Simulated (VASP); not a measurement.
Here is the system:

```xyz
1
Lattice="-1.6175 1.6175 1.6175 1.6175 -1.6175 1.6175 1.6175 1.6175 -1.6175" Properties=species:S:1:pos:R:3 pbc="T T T"
W      0.0000     0.0000     0.0000
```

Level of theory: rev-vdW-DF2, VASP's PBE PAW potentials (set 64) (plane waves; VASP). Run with 520 eV cut-off, 16×16×16 Γ-centred mesh, first-order Methfessel-Paxton smearing of 0.10 eV, potentials W_sv.

Unless said otherwise, spin-orbit coupling is left out, though it shifts the bands of the heavy elements here.

Q: Predict the energy per atom (σ→0), pressure, band gap (on the k-mesh) with the smallest direct gap where there is one.

A: 
```yaml
band gap (on the k-mesh): none (metal, semimetal or under 0.01 eV)
energy per atom (σ→0): -10.285 eV/atom
pressure: -16.62 GPa
```

The absolute energy has meaning only against runs of the same code, potentials and settings.

The compound is W in the bcc structure. This cell is one point of a volume scan, at 1.06 of the reference volume.
